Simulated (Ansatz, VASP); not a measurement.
# FeI2 in two plane-wave programs

Aim: how closely do two programs agree when they are given the same cell, functional and k mesh?

Calculated with Ansatz 0.2.0; plane waves, with VASP 6.6.1 beside it; single point at PBEsol, DFT+U and single point at PBEsol, DFT+U, spin-orbit coupling.

The database entry behind the starting cell has ideal inner coordinates that were not refined, so it need not match the best structure at ambient conditions.

## (1) The starting structure

Symmetry: P-3m1, No. 164, trigonal system. The conventional cell has a = 4.040 Å, b = 4.040 Å, c = 6.750 Å, α = 90.00°, β = 90.00°, γ = 120.00°. Nearest to Fe lie 6 I at 2.88 Å. Nearest to I lie 3 Fe at 2.88 Å. Farther neighbours and most contacts between anions are not listed.

Coordinates:

```
Fe I
1.0
     4.04000    0.00000    0.00000
    -2.02000    3.49874    0.00000
     0.00000    0.00000    6.75000
Fe I
1 2
Direct
  0.00000 0.00000 0.00000
  0.33333 0.66667 0.25000
  0.66667 0.33333 0.75000
```

## (2) VASP: single point, PBEsol, DFT+U

A single point gives forces, pressure and levels at one fixed geometry, so differences don't come from the geometry; what else differs is listed under the comparison.

Lines of VASP's logs that name or quote its potential files are left out, and so is its time.

File INCAR:

```
SYSTEM = FeI2
PREC = Accurate
ENCUT = 350
EDIFF = 1E-06
NELM = 150
ISMEAR = -1
SIGMA = 0.1
LREAL = .FALSE.
ALGO = Normal
GGA = PS
NBANDS = 18
ISPIN = 2
MAGMOM = 4 0 0
LDAU = .TRUE.
LDAUTYPE = 2
LDAUL = 2 -1
LDAUU = 4.5 0
LDAUJ = 0 0
LDAUPRINT = 1
LASPH = .TRUE.
LMAXMIX = 4
LORBIT = 11
LWAVE = .FALSE.
LCHARG = .TRUE.
KPAR = 4
AMIX = 0.2
BMIX = 1E-04
AMIX_MAG = 0.8
BMIX_MAG = 1E-04
```

File POSCAR:

```
FeI2
1.0
    4.0400000000      0.0000000000      0.0000000000
   -2.0200000000      3.4987426313      0.0000000000
    0.0000000000      0.0000000000      6.7500000000
Fe I
1 2
Direct
    0.0000000000      0.0000000000      0.0000000000
    0.3333333333      0.6666666667      0.2500000000
    0.6666666667      0.3333333333      0.7500000000
```

File KPOINTS:

```
Automatic mesh
0
Gamma
6 6 4
0 0 0
```

The projector-augmented-wave data sets are Fe and I (PBE family, release 64).

The run is started by

```console
mpirun -np 4 vasp_std
```

Numbers of over 12 decimals in the logs are rounded to 6 here.

Output:

```text
[banner, memory and clock lines left out]
running    4 mpi-ranks, on    1 nodes
 distrk:  each k-point on    1 cores,    4 groups
 distr:  one band on    1 cores,    1 groups

 POSCAR found type information on POSCAR FeI
 POSCAR found :  2 types and       3 ions
|                                                                             |
|               ----> ADVICE to this user running VASP <----                  |
|                                                                             |
|     You enforced a specific xc type in the INCAR file but a different       |
|     [... a line on the potential file left out ...]
|     I HOPE YOU KNOW WHAT YOU ARE DOING!                                     |
|                                                                             |

 LDA part: xc-table for (Slater+PW92), standard interpolation
 POSCAR, INCAR and KPOINTS ok, starting setup
 FFT: planning ... GRIDC
 FFT: planning ... GRID_SOFT
 FFT: planning ... GRID
 WAVECAR not read
 entering main loop
       N       E                     dE             d eps       ncg     rms          rms(c)
DAV:   1     0.115964767737E+03    0.11596E+03   -0.70486E+03  1728   0.775E+02
DAV:   2    -0.154850547309E+01   -0.11751E+03   -0.11188E+03  1868   0.188E+02
DAV:   3    -0.109536964749E+02   -0.94052E+01   -0.92977E+01  2238   0.626E+01
DAV:   4    -0.112362529513E+02   -0.28256E+00   -0.28229E+00  2538   0.117E+01
DAV:   5    -0.112388969159E+02   -0.26440E-02   -0.26418E-02  2196   0.971E-01    0.122E+01
DAV:   6    -0.988053479917E+01    0.13584E+01   -0.65440E+00  2220   0.510E+01    0.105E+01
DAV:   7    -0.997066299757E+01   -0.90128E-01   -0.82839E-01  1844   0.486E+00    0.759E+00
DAV:   8    -0.100215011493E+02   -0.50838E-01   -0.40311E-01  2278   0.325E+00    0.468E+00
DAV:   9    -0.101751722082E+02   -0.15367E+00   -0.76414E-01  2452   0.507E+00    0.234E+00
DAV:  10    -0.102178878065E+02   -0.42716E-01   -0.92718E-02  2122   0.380E+00    0.778E-01
DAV:  11    -0.102418283363E+02   -0.23941E-01   -0.26474E-02  2258   0.159E+00    0.583E-01
DAV:  12    -0.102537182611E+02   -0.11890E-01   -0.13170E-02  2424   0.691E-01    0.444E-01
DAV:  13    -0.102645052011E+02   -0.10787E-01   -0.24218E-02  2276   0.107E+00    0.305E-01
DAV:  14    -0.102694312351E+02   -0.49260E-02   -0.34639E-02  2202   0.130E+00    0.198E-01
DAV:  15    -0.102714923417E+02   -0.20611E-02   -0.16848E-03  1970   0.487E-01    0.968E-02
DAV:  16    -0.102718388969E+02   -0.34656E-03   -0.46407E-04  2118   0.322E-01    0.588E-02
DAV:  17    -0.102720852779E+02   -0.24638E-03   -0.12230E-03  2192   0.285E-01    0.314E-02
DAV:  18    -0.102721754003E+02   -0.90122E-04   -0.53639E-04  2464   0.152E-01    0.228E-02
DAV:  19    -0.102722106822E+02   -0.35282E-04   -0.49583E-04  2466   0.148E-01    0.151E-02
DAV:  20    -0.102722303981E+02   -0.19716E-04   -0.44624E-05  2406   0.432E-02    0.784E-03
DAV:  21    -0.102722336282E+02   -0.32301E-05   -0.67449E-06  1556   0.158E-02    0.350E-03
DAV:  22    -0.102722342545E+02   -0.62632E-06   -0.95576E-07  1154   0.130E-02
   1 F= -.10272234E+02 E0= -.10228938E+02  d E =-.865930E-01  mag=     3.9990
```

OUTCAR, selected parts (step 2):

```text
ion  position               nearest neighbor table
   1  0.000  0.000  0.000-   2 2.88   3 2.88   3 2.88   2 2.88   3 2.88   2 2.88
   2  0.333  0.667  0.250-   1 2.88   1 2.88   1 2.88
   3  0.667  0.333  0.750-   1 2.88   1 2.88   1 2.88

  LATTYP: Found a hexagonal cell.
 ALAT       =     4.0400000000
 C/A-ratio  =     1.6707920792

 Subroutine GETGRP returns: Found 12 space group operations
 (whereof 12 operations were pure point group operations)

The static configuration has the point symmetry D_3d.

 Found     24 irreducible k-points:

   k-points           NKPTS =     24   k-points in BZ     NKDIM =     24   number of bands    NBANDS=     18

   dimension x,y,z NGX =    28 NGY =   28 NGZ =   42
   dimension x,y,z NGXF=    56 NGYF=   56 NGZF=   84

   ENCUT  =  350.0 eV  25.72 Ry    5.07 a.u.   6.16  6.16 10.30*2*pi/ulx,y,z

   NELECT =      22.0000    total number of electrons

 k-points in reciprocal lattice and weights: Automatic mesh
   0.00000000  0.00000000  0.00000000       0.007
   0.16666667 -0.00000000  0.00000000       0.042
   0.33333333  0.00000000  0.00000000       0.042
   0.50000000  0.00000000  0.00000000       0.021
   0.16666667  0.16666667  0.00000000       0.042
   0.33333333  0.16666667  0.00000000       0.083
   0.33333333  0.33333333  0.00000000       0.014
   0.00000000  0.00000000  0.25000000       0.014
   0.16666667 -0.00000000  0.25000000       0.042
[...]
0.33333333  0.16666667  0.50000000       0.083
   0.33333333  0.33333333  0.50000000       0.014

atom =   1  type =  1  l = 2

 onsite density matrix

spin component  1

  0.9620 -0.0000 -0.0000 -0.0118  0.0000
 -0.0000  0.9706 -0.0000  0.0000 -0.0118
 -0.0000 -0.0000  0.9552 -0.0000  0.0000
 -0.0118  0.0000 -0.0000  0.9706  0.0000
  0.0000 -0.0118  0.0000  0.0000  0.9620

spin component  2

  0.1812  0.0000 -0.0000  0.1817 -0.0000
  0.0000  0.4198  0.0000 -0.0000  0.1817
 -0.0000  0.0000  0.0182 -0.0000  0.0000
  0.1817 -0.0000 -0.0000  0.4198  0.0000
 -0.0000  0.1817  0.0000  0.0000  0.1812

 occupancies and eigenvectors

  o =  0.0182  v =  0.0000  0.0000  0.0000  0.0000  0.0000 -0.0000 -0.0000 -1.0000  0.0000  0.0000      0.0000  0.0000  0.0000  0.0000  0.0000  0.0000  0.0000  0.0000  0.0000  0.0000
  o =  0.0831  v =  0.0000  0.0000  0.0000  0.0000  0.0000 -0.8800  0.0001 -0.0000  0.4749 -0.0002      0.0000  0.0000  0.0000  0.0000  0.0000  0.0000  0.0000  0.0000  0.0000  0.0000
  o =  0.0831  v =  0.0000  0.0000  0.0000  0.0000  0.0000 -0.0002 -0.4749  0.0000  0.0001  0.8800      0.0000  0.0000  0.0000  0.0000  0.0000  0.0000  0.0000  0.0000  0.0000  0.0000
  o =  0.5179  v =  0.0000  0.0000  0.0000  0.0000  0.0000 -0.4749 -0.0000 -0.0000 -0.8800 -0.0000      0.0000  0.0000  0.0000  0.0000  0.0000  0.0000  0.0000  0.0000  0.0000  0.0000
  o =  0.5179  v =  0.0000  0.0000  0.0000  0.0000  0.0000 -0.0000  0.8800  0.0000 -0.0000  0.4749      0.0000  0.0000  0.0000  0.0000  0.0000  0.0000  0.0000  0.0000  0.0000  0.0000
  o =  0.9538  v = -0.8190 -0.0000 -0.0000 -0.5738  0.0000  0.0000  0.0000  0.0000  0.0000  0.0000      0.0000  0.0000  0.0000  0.0000  0.0000  0.0000  0.0000  0.0000  0.0000  0.0000
  o =  0.9538  v =  0.0000  0.5738 -0.0000  0.0000  0.8190  0.0000  0.0000  0.0000  0.0000  0.0000      0.0000  0.0000  0.0000  0.0000  0.0000  0.0000  0.0000  0.0000  0.0000  0.0000
  o =  0.9552  v =  0.0000 -0.0000 -1.0000  0.0000 -0.0000  0.0000  0.0000  0.0000  0.0000  0.0000      0.0000  0.0000  0.0000  0.0000  0.0000  0.0000  0.0000  0.0000  0.0000  0.0000
  o =  0.9788  v =  0.5738 -0.0000 -0.0000 -0.8190  0.0000  0.0000  0.0000  0.0000  0.0000  0.0000      0.0000  0.0000  0.0000  0.0000  0.0000  0.0000  0.0000  0.0000  0.0000  0.0000
  o =  0.9788  v =  0.0000  0.8190 -0.0000 -0.0000 -0.5738  0.0000  0.0000  0.0000  0.0000  0.0000      0.0000  0.0000  0.0000  0.0000  0.0000  0.0000  0.0000  0.0000  0.0000  0.0000

 average (electrostatic) potential at core
       1 -46.1917       2 -91.8361       3 -91.8361

 E-fermi :   3.7444

 spin component 1
 k-point     1 :       0.0000    0.0000    0.0000
  band No.  band energies     occupation
    ...
      9       2.7958      0.99992
     10       2.8579      0.99986
     11       2.8579      0.99986
     12       3.0272      0.99923
     13       3.0272      0.99923
     14       6.4193      0.00000
     15       7.7370      0.00000
     16       9.8101      0.00000
     17       9.8101      0.00000
     18      11.0515      0.00000

 k-point     2 :       0.1667   -0.0000    0.0000
  band No.  band energies     occupation
    ...
      9       1.5217      1.00000
     10       2.1358      1.00000
     11       2.3391      1.00000
     12       2.8773      0.99983
     13       3.1403      0.99763
     14       7.3650      0.00000
     15       8.4130      0.00000
     16       9.2565      0.00000
     17      10.1562      0.00000
     18      10.6597      0.00000

 k-point     3 :       0.3333    0.0000    0.0000
  band No.  band energies     occupation
    ...
      9       0.2042      1.00000
     10       0.8391      1.00000
     11       1.6994      1.00000
     12       2.6273      0.99999
     13       3.0525      0.99901
     14       6.8139      0.00000
     15       8.3393      0.00000
     16       9.0351      0.00000
     17      10.0058      0.00000
     18      10.4601      0.00000

 k-point     4 :       0.5000    0.0000    0.0000
  band No.  band energies     occupation
    ...
      9      -0.1986      1.00000
     10       0.6596      1.00000
     11       1.4264      1.00000
     12       2.2337      1.00000
     13       2.9899      0.99947
     14       6.3886      0.00000
     15       8.1328      0.00000
     16       8.6178      0.00000
     17       9.7866      0.00000
     18      10.7962      0.00000

 k-point     5 :       0.1667    0.1667    0.0000
  band No.  band energies     occupation
    ...
      9       0.7084      1.00000
     10       0.8075      1.00000
     11       2.2697      1.00000
     12       2.2755      1.00000
     13       2.8848      0.99982
     14       7.3833      0.00000
     15       9.0899      0.00000
     16       9.6642      0.00000
     17       9.9692      0.00000
     18      10.0623      0.00000

 k-point     6 :       0.3333    0.1667    0.0000
  band No.  band energies     occupation
    ...
      9       0.1333      1.00000
     10       0.6951      1.00000
     11       1.2353      1.00000
     12       2.0959      1.00000
     13       2.4131      1.00000
     14       6.6073      0.00000
     15       9.2670      0.00000
     16       9.3393      0.00000
     17       9.9281      0.00000
     18      10.7890      0.00000

  Total       -1.1738465     -1.1738465     -1.4989057     -0.0000000      0.0000000     -0.0000000
  in kB      -19.7117306    -19.7117306    -25.1702629     -0.0000000      0.0000000     -0.0000000
  external PRESSURE =     -21.5312414 kB  Pullay stress =       0.0000000 kB

  energy-cutoff  :      350.00
  volume of cell :       95.41
      direct lattice vectors                 reciprocal lattice vectors
     4.040000000  0.000000000  0.000000000     0.247524752  0.142908482  0.000000000
    -2.020000000  3.498742631  0.000000000     0.000000000  0.285816965  0.000000000
     0.000000000  0.000000000  6.750000000     0.000000000  0.000000000  0.148148148

 POSITION                                       TOTAL-FORCE (eV/Angst)
 -----------------------------------------------------------------------------------
      0.00000      0.00000      0.00000        -0.000000      0.000000     -0.000000
     -0.00000      2.33250      1.68750         0.000000      0.000000     -0.541201
      2.02000      1.16625      5.06250        -0.000000      0.000000      0.541201
 -----------------------------------------------------------------------------------
    total drift:                               -0.000000     -0.000000     -0.000000

  FREE ENERGIE OF THE ION-ELECTRON SYSTEM (eV)
  ---------------------------------------------------
  free  energy   TOTEN  =       -10.2722342545 eV

  energy  without entropy=      -10.1856412576  energy(sigma->0) =      -10.22893776

 total charge
# of ion       s       p       d       tot
------------------------------------------
    1        0.288   0.259   6.024   6.571
    2        1.511   2.757   0.020   4.288
    3        1.511   2.757   0.020   4.288
--------------------------------------------------
tot          3.310   5.772   6.065  15.147

 magnetization (x)
# of ion       s       p       d       tot
------------------------------------------
    1        0.029   0.021   3.596   3.646
    2        0.007   0.097  -0.000   0.103
    3        0.007   0.097  -0.000   0.103
--------------------------------------------------
tot          0.042   0.215   3.595   3.852

[... 6 further parts left out ...]
```

The run ends at a pressure of -2.15 GPa, with forces up to 0.54 eV/Å.

(Continued in part 2 of 3.)

[Lines on the potential files, build, host, timing and source positions are cut from VASP's logs without a mark.]

[Logs are printed without paths, hosts, clocks, repeated set-up lines and the standing remarks that a program may print on its own settings, such as how far it seeks lower states.]

[Hosts, paths, dates, database ids (printed as entryN), source tags and the programs' standing remarks are cut or masked in the printed files.]
